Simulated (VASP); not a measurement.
Level of theory: r2SCAN meta-GGA, VASP's PBE PAW potentials (set 64) (plane waves; VASP).

The input files of a VASP run:

File POSCAR:
```
Na(111) slab
1
    5.9914660510    -0.0000000000    -0.0000000000
   -2.9957330255     5.1887614616    -0.0000000000
    0.0000000000    -0.0000000000    24.7016503068
Na
8
Direct
  0.6666670000   0.3333330000   0.3267120000
  0.3333330000   0.6666670000   0.3762230000
  0.0000000000   0.0000000000   0.4257340000
  0.6666670000   0.3333330000   0.4752450000
  0.3333330000   0.6666670000   0.5247550000
  0.0000000000   0.0000000000   0.5742660000
  0.6666670000   0.3333330000   0.6237770000
  0.3333330000   0.6666670000   0.6732880000
```

**INCAR**
```
NELM  =  100
SIGMA  =  0.1   ! width (eV)
EDIFF  =  1E-5   ! SCF stop (eV)
ALGO  =  Normal
METAGGA  =  R2SCAN
ISMEAR  =  1   ! Methfessel-Paxton
DIPOL  =  0.5 0.5 0.5
LCHARG  =  F
ISIF  =  2   ! forces and stress, cell fixed
LREAL  =  F   ! projection in real space or not
IBRION  =  2   ! conjugate gradients
IDIPOL  =  3
LDIPOL  =  T
NELMIN  =  4
NSW  =  50
LMIXTAU  =  T
ENCUT  =  400
LWAVE  =  T
EDIFFG  =  -0.03   ! ionic stop
PREC  =  Normal
SYSTEM  =  Na(111) slab
LASPH  =  T   ! aspherical one-centre terms
```

File KPOINTS:
```
Automatic
0
Gamma
6 6 1
```

POTCAR, in this order: Na_pv (PBE.64 set). Program: vasp_std.

**Question.** What does the run give for the energy per atom (σ→0), band gap (on the k-mesh)?

**Answer.** 
```yaml
energy per atom (σ→0): -3423 meV/atom
band gap (on the k-mesh): none (metal, semimetal or under 0.01 eV)
```

**OSZICAR**
```
...
DAV:   8    -0.273855623827E+02    0.14336E-04   -0.26834E-06   293   0.128E-02    0.472E-04
DAV:   9    -0.273855823685E+02   -0.19986E-04   -0.82869E-06   294   0.190E-02    0.373E-04
DAV:  10    -0.273856024799E+02   -0.20111E-04   -0.10397E-06   278   0.955E-03    0.289E-04
DAV:  11    -0.273855855978E+02    0.16882E-04   -0.65979E-07   275   0.617E-03    0.174E-04
DAV:  12    -0.273856036531E+02   -0.18055E-04   -0.22262E-06   293   0.113E-02    0.127E-04
DAV:  13    -0.273855856596E+02    0.17994E-04   -0.92991E-07   274   0.747E-03    0.116E-04
DAV:  14    -0.273855843085E+02    0.13511E-05   -0.11470E-07   248   0.346E-03
  16 F= -.27385584E+02 E0= -.27385376E+02  d E =-.116882E-01
```

The cell is a thin slab with vacuum, built from Na (bcc): (111) face.
